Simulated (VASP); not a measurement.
Crystal: TiB2.

```
Ti B
1.0
     3.02920    0.00000    0.00000
    -1.51460    2.62336    0.00000
     0.00000    0.00000    3.22840
Ti B
1 2
Direct
  0.00000 0.00000 0.00000
  0.33333 0.66667 0.50000
  0.66667 0.33333 0.50000
```

Base run:

```yaml
Program: VASP 6.6.1
Functional: PBE
Potentials_or_basis: VASP PAW PBE potentials, release 64 (Ti_sv, B)
Cutoff: 520 eV
k_mesh: 9 × 9 × 8
Occupations: gaussian, width 0.1 eV
Spin: no spin polarisation
```

Its results: band gap on the k mesh none (metal or under the smearing width); pressure 0.5 GPa.

**Question.** After a change of settings the same cell gave: band gap on the k mesh none (metal or under the smearing width); pressure -0.5 GPa. Which change was it?
A. k mesh from 9 × 9 × 8 to 18 × 18 × 14
B. k mesh from 9 × 9 × 8 to 9 × 9 × 6
C. cutoff from 520 eV to 700 eV; k mesh from 9 × 9 × 8 to 12 × 12 × 10
D. k mesh from 9 × 9 × 8 to 3 × 3 × 4

**Answer.** D.

Caveats: some runs use coarse meshes.
